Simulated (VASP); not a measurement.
Output of a VASP run:

**OUTCAR**
```
 ion  position               nearest neighbor table
   1  0.000  0.000  0.000-   2 2.54   2 2.54   2 2.54   2 2.54   2 2.54   2 2.54   2 2.54   2 2.54
  LATTYP: Found a simple cubic cell.
 ALAT       =     2.9376000000
 Subroutine PRICEL returns following result:
  LATTYP: Found a body centered cubic cell.
 ALAT       =     2.9376000000
 Subroutine GETGRP returns: Found 48 space group operations
The static configuration has the point symmetry O_h .
The dynamic configuration has the point symmetry O_h .
The overall configuration has the point symmetry O_h .
 Subroutine INISYM returns: Found 48 space group operations
 Subroutine IBZKPT returns following result:
 Found     56 irreducible k-points:

 Following reciprocal coordinates:
            Coordinates               Weight
  0.000000  0.000000  0.000000      1.000000
  0.090909  0.000000  0.000000      6.000000
  0.181818  0.000000  0.000000      6.000000
  0.272727  0.000000  0.000000      6.000000
  0.363636  0.000000  0.000000      6.000000
  0.454545  0.000000  0.000000      6.000000
  0.090909  0.090909  0.000000     12.000000
  0.181818  0.090909  0.000000     24.000000
  0.272727  0.090909  0.000000     24.000000
  0.363636  0.090909  0.000000     24.000000
  0.454545  0.090909  0.000000     24.000000
  0.181818  0.181818  0.000000     12.000000
  0.272727  0.181818  0.000000     24.000000
  0.363636  0.181818  0.000000     24.000000
  0.454545  0.181818  0.000000     24.000000
  0.272727  0.272727  0.000000     12.000000
  0.363636  0.272727  0.000000     24.000000
  0.454545  0.272727  0.000000     24.000000
  0.363636  0.363636  0.000000     12.000000
  0.454545  0.363636  0.000000     24.000000
  0.454545  0.454545  0.000000     12.000000
  0.090909  0.090909  0.090909      8.000000
  0.181818  0.090909  0.090909     24.000000
  0.272727  0.090909  0.090909     24.000000
  0.363636  0.090909  0.090909     24.000000
  0.454545  0.090909  0.090909     24.000000
  0.181818  0.181818  0.090909     24.000000
  0.272727  0.181818  0.090909     48.000000
  0.363636  0.181818  0.090909     48.000000
  0.454545  0.181818  0.090909     48.000000
  0.272727  0.272727  0.090909     24.000000
  0.363636  0.272727  0.090909     48.000000
  0.454545  0.272727  0.090909     48.000000
  0.363636  0.363636  0.090909     24.000000
  0.454545  0.363636  0.090909     48.000000
  0.454545  0.454545  0.090909     24.000000
  0.181818  0.181818  0.181818      8.000000
  0.272727  0.181818  0.181818     24.000000
  0.363636  0.181818  0.181818     24.000000
  0.454545  0.181818  0.181818     24.000000
   k-points           NKPTS =     56   k-points in BZ     NKDIM =     56   number of bands    NBANDS=     16
   number of dos      NEDOS =    301   number of ions     NIONS =      2
   total plane-waves  NPLWV =   8000
   dimension x,y,z NGX =    20 NGY =   20 NGZ =   20
   dimension x,y,z NGXF=    40 NGYF=   40 NGZF=   40
   ions per type =               2
   PREC   = accura    normal or accurate (medium, high low for compatibility)
   ISTART =      0    job   : 0-new  1-cont  2-samecut
   ICHARG =      2    charge: 1-file 2-atom 10-const
   ISPIN  =      2    spin polarized calculation?
   LNONCOLLINEAR =      F non collinear calculations
   LSORBIT =      F    spin-orbit coupling
   INIWAV =      1    electr: 0-lowe 1-rand  2-diag
   ENCUT  =  400.0 eV  29.40 Ry    5.42 a.u.   4.79  4.79  4.79*2*pi/ulx,y,z
   NELM   =    100;   NELMIN=  2; NELMDL= -5     # of ELM steps
   EDIFF  = 0.1E-05   stopping-criterion for ELM
   LREAL  =      F    real-space projection
   NLSPLINE    = F    spline interpolate recip. space projectors
   LMAXMIX     =    4 max onsite mixed and CHGCAR
   VOSKOWN=      0    Vosko Wilk Nusair interpolation
   EDIFFG = 0.1E-04   stopping-criterion for IOM
   NSW    =      0    number of steps for IOM
   NBLOCK =      1;   KBLOCK =      1    inner block; outer block
...
```

File OSZICAR:
```
       N       E                     dE             d eps       ncg     rms          rms(c)
DAV:   1     0.201575263465E+03    0.20158E+03   -0.12574E+04  3624   0.151E+03
DAV:   2    -0.145979304901E+02   -0.21617E+03   -0.21455E+03  3744   0.453E+02
DAV:   3    -0.221387965374E+02   -0.75409E+01   -0.74893E+01  4808   0.949E+01
DAV:   4    -0.222382217854E+02   -0.99425E-01   -0.99357E-01  4168   0.113E+01
DAV:   5    -0.222404006172E+02   -0.21788E-02   -0.21788E-02  5064   0.128E+00    0.172E+01
DAV:   6    -0.189310138905E+02    0.33094E+01   -0.21901E+01  4016   0.541E+01    0.531E+00
DAV:   7    -0.189662367679E+02   -0.35223E-01   -0.42718E-01  4040   0.852E+00    0.278E+00
DAV:   8    -0.189762051184E+02   -0.99684E-02   -0.67235E-02  4496   0.189E+00    0.128E+00
DAV:   9    -0.189881680792E+02   -0.11963E-01   -0.24388E-01  4488   0.298E+00    0.593E-01
DAV:  10    -0.189908218171E+02   -0.26537E-02   -0.78690E-03  4528   0.709E-01    0.447E-01
DAV:  11    -0.189947087040E+02   -0.38869E-02   -0.99282E-02  4648   0.165E+00    0.283E-01
DAV:  12    -0.189948726924E+02   -0.16399E-03   -0.38739E-03  4296   0.467E-01    0.895E-02
DAV:  13    -0.189948957858E+02   -0.23093E-04   -0.50548E-04  4608   0.181E-01    0.368E-02
DAV:  14    -0.189949061652E+02   -0.10379E-04   -0.87623E-05  4368   0.672E-02    0.216E-02
DAV:  15    -0.189949066269E+02   -0.46166E-06   -0.21248E-05  4752   0.330E-02    0.602E-03
DAV:  16    -0.189949065375E+02    0.89370E-07   -0.14067E-06  1928   0.645E-03
   1 F= -.18994907E+02 E0= -.18994815E+02  d E =-.273386E-03  mag=    -0.0000
```

**OUTCAR**
```
------------------------ aborting loop because EDIFF is reached ----------------------------------------
  FORCE on cell =-STRESS in cart. coord.  units (eV):
  Direction    XX          YY          ZZ          XY          YZ          ZX
  --------------------------------------------------------------------------------------
  Total       -1.9043794     -1.9043794     -1.9043794     -0.0000000      0.0000000     -0.0000000
  in kB     -120.3610813   -120.3610813   -120.3610813     -0.0000000      0.0000000     -0.0000000
  external PRESSURE =    -120.3610813 kB  Pullay stress =       0.0000000 kB
  volume of cell :       25.35
      direct lattice vectors                 reciprocal lattice vectors
     2.937600000  0.000000000  0.000000000     0.340413943  0.000000000  0.000000000
     0.000000000  2.937600000  0.000000000     0.000000000  0.340413943  0.000000000
     0.000000000  0.000000000  2.937600000     0.000000000  0.000000000  0.340413943
 POSITION                                       TOTAL-FORCE (eV/Angst)
 -----------------------------------------------------------------------------------
      0.00000      0.00000      0.00000         0.000000      0.000000      0.000000
      1.46880      1.46880      1.46880        -0.000000     -0.000000     -0.000000
 -----------------------------------------------------------------------------------
    total drift:                               -0.000000      0.000000      0.000000
  FREE ENERGIE OF THE ION-ELECTRON SYSTEM (eV)
  ---------------------------------------------------
  free  energy   TOTEN  =       -18.9949065375 eV

  energy  without entropy=      -18.9946331511  energy(sigma->0) =      -18.99481541

 total charge

# of ion       s       p       d       tot
------------------------------------------
    1        0.407   6.348   4.124  10.878
    2        0.407   6.348   4.124  10.878
--------------------------------------------------
tot          0.814  12.695   8.247  21.756

 magnetization (x)

# of ion       s       p       d       tot
------------------------------------------
    1        0.020   0.014   1.558   1.593
    2       -0.020  -0.014  -1.558  -1.593
--------------------------------------------------
tot          0.000   0.000   0.000   0.000
```
(Selected blocks of OUTCAR.)

**POSCAR**
```
Cr
1
    2.9376000000     0.0000000000     0.0000000000
    0.0000000000     2.9376000000     0.0000000000
    0.0000000000     0.0000000000     2.9376000000
Cr
2
Direct
  0.0000000000   0.0000000000   0.0000000000
  0.5000000000   0.5000000000   0.5000000000
```

Task: Reconstruct the remaining input files.

Result: This is not unique; one that fits is the input of the run itself, PBE GGA, plane waves, VASP's PBE PAW potentials (set 64).

**INCAR**
```
SYSTEM = Cr
PREC = Accurate; ENCUT = 400; LREAL = F
LASPH = T
EDIFF = 1E-6; NELM = 100; ALGO = Normal
LMAXMIX = 4
ISMEAR = 1; SIGMA = 0.1
GGA = PE
MAGMOM = 1.5 -1.5
ISPIN = 2
ISIF = 2
LWAVE = F; LCHARG = F; LORBIT = 10
```

**KPOINTS**
```
Automatic mesh
0
Gamma
11 11 11
0 0 0
```

POTCAR, in this order: Cr_pv (PBE.64 set). Program: vasp_std.

The compound is Cr in the bcc, AFM order structure. The cell was not relaxed at this level.
